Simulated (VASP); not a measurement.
Given:

```
AlNi
1.0
    2.86437     0.00000     0.00000
    0.00000     4.05083     0.00000
    0.00000     0.00000    24.99403
Al Ni
5 5
Direct
  0.50000   0.00000   0.33793
  0.50000   0.50000   0.41896
  0.50000   0.00000   0.50000
  0.50000   0.50000   0.58104
  0.50000   0.00000   0.66207
  0.00000   0.50000   0.33793
  0.00000   0.00000   0.41896
  0.00000   0.50000   0.50000
  0.00000   0.00000   0.58104
  0.00000   0.50000   0.66207
```

All values below come from PBEsol GGA, VASP's PBE PAW potentials (set 64) (plane waves; VASP 6.6.1). Settings: PREC = Normal, EDIFF = 1E-5, 400 eV cut-off, 10×7×1 Γ-centred mesh, first-order Methfessel-Paxton smearing of 0.10 eV, potentials Al Ni.

Task: The ions are relaxed. Give the cell that the relaxation ends in.

Result: 
```
AlNi
1.0
    2.86437     0.00000     0.00000
    0.00000     4.05083     0.00000
    0.00000     0.00000    24.99403
Al Ni
5 5
Cartesian
  1.43218   0.00000   8.37112
  1.43218   2.02541  10.46159
  1.43218   0.00000  12.49702
  1.43218   2.02541  14.53244
  1.43218   0.00000  16.62291
  0.00000   2.02541   8.54941
  0.00000   0.00000  10.49681
  0.00000   2.02541  12.49702
  0.00000   0.00000  14.49722
  0.00000   2.02541  16.44462
```

Task: How much energy does the relaxation gain?

Result: The energy (σ→0) changes by -12.1 meV/atom, in 8 ionic steps.

The cell is a thin slab with vacuum, built from NiAl (CsCl type): (110) face. The run is not spin-polarised, so no magnetic state was tried.
